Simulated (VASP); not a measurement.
NaAsF6:

```
Na As F
1.0
     2.54832    1.47127    4.70729
    -2.54832    1.47127    4.70729
     0.00000   -2.94254    4.70729
Na As F
1 1 6
Direct
  0.50000 0.50000 0.50000
  0.00000 0.00000 0.00000
  0.34813 0.07607 0.79001
  0.79001 0.34813 0.07607
  0.07607 0.79001 0.34813
  0.65187 0.92393 0.20999
  0.20999 0.65187 0.92393
  0.92393 0.20999 0.65187
```

The cell comes from a database or a generator and needn't be the stable form of this composition.

| Quantity | Value |
| --- | --- |
| Program | VASP 6.6.1 |
| Task | relaxation of cell and atoms |
| Functional | PBEsol |
| Potentials or basis | VASP PAW PBE potentials, release 64 (Na_pv, As, F) |
| Cutoff | 600 eV |
| k mesh | 6 × 6 × 6 |
| Occupations | gaussian, width 0.02 eV |
| Spin | no spin polarisation |

At the start: pressure 3.3 GPa; volume 13.24 Å³/atom.

Question: How do energy, volume and symmetry change on relaxing?

Answer: Over 41 steps the energy falls by 5.1 meV/atom and the volume is 14.29 Å³/atom (+7.9 %); space group R-3 (No. 148, to 0.05 Å).

The path:
| step | energy change (eV) | largest force (eV/Å) | pressure (GPa) | volume (Å³) |
| --- | --- | --- | --- | --- |
| 1 | 0.0000 | 0.4118 | 3.26 | 105.89 |
| 3 | -0.0262 | 0.1002 | 0.41 | 107.57 |
| 5 | -0.0354 | 0.0287 | 0.10 | 110.03 |
| 7 | -0.0359 | 0.0258 | 0.02 | 111.55 |
| 9 | -0.0361 | 0.0174 | -0.02 | 111.03 |
| 11 | -0.0363 | 0.0207 | -0.02 | 111.03 |
| 13 | -0.0368 | 0.0928 | -0.51 | 111.97 |
| 15 | -0.0369 | 0.0725 | -0.36 | 111.74 |
| 17 | -0.0371 | 0.0680 | -0.34 | 111.80 |
| 19 | -0.0379 | 0.0499 | -0.24 | 112.05 |
| 21 | -0.0397 | 0.0244 | 0.10 | 113.02 |
| 23 | -0.0400 | 0.0685 | 0.26 | 113.66 |
| 25 | -0.0407 | 0.0086 | -0.05 | 115.00 |
| 27 | -0.0407 | 0.0228 | 0.03 | 114.65 |
| 29 | -0.0407 | 0.0131 | -0.02 | 114.87 |
| 31 | -0.0407 | 0.0055 | -0.05 | 114.70 |
| 33 | -0.0408 | 0.0082 | -0.05 | 114.54 |
| 35 | -0.0408 | 0.0067 | 0.00 | 114.56 |
| 37 | -0.0408 | 0.0082 | 0.01 | 114.53 |
| 39 | -0.0408 | 0.0076 | -0.03 | 114.38 |
| 41 | -0.0408 | 0.0036 | -0.02 | 114.30 |

Final structure:
```
Na As F
1.0
     2.64465    1.52689    4.71775
    -2.64465    1.52689    4.71775
     0.00000   -3.05378    4.71775
Na As F
1 1 6
Direct
  0.50000 0.50000 0.50000
  0.00000 0.00000 0.00000
  0.33419 0.08933 0.79194
  0.79194 0.33419 0.08933
  0.08933 0.79194 0.33419
  0.66581 0.91067 0.20806
  0.20806 0.66581 0.91067
  0.91067 0.20806 0.66581
```

Caveat: the PAW data sets were made with another functional, which shifts forces and pressure a little.
